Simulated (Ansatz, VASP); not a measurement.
**BaHg: VASP beside Ansatz**

```
Ba Hg
1.0
     3.64589    0.00000    0.00000
     0.00000    3.64589    0.00000
     0.00000    0.00000    3.64589
Ba Hg
1 1
Direct
  0.00000 0.00000 0.00000
  0.50000 0.50000 0.50000
```

Alike in both runs: functional LDA; k mesh 10 × 10 × 10; occupations fermi-dirac, width 0.05 eV; no spin polarisation.

Ansatz relaxed the structure, and its values are those at the end. VASP's run is a single point on that final structure, the one shown.

|  | VASP | Ansatz |
| --- | --- | --- |
| version | VASP 6.6.1 | Ansatz 0.2.0 |
| potentials or method | VASP PAW LDA potentials, release 64 (Ba_sv, Hg) | PAW with Ansatz's default frozen-core files, scalar-relativistic |
| plane-wave cutoff (eV) | 520 | 420 |
| valence electrons in the cell | 22 | 30 |

Ansatz gave:

| Property | Result |
| --- | --- |
| pressure (GPa) | 20.0 |

What did VASP give for the same quantities?

Pressure (GPa): 22.3.

The two sets of potentials don't hold the same shells in valence.

Caveats: so large a pressure means that the cell lies far from this level's equilibrium, or that cutoff or potentials fall short (VASP). The runs have no spin-orbit coupling, so splittings on Ba, Hg are missing.
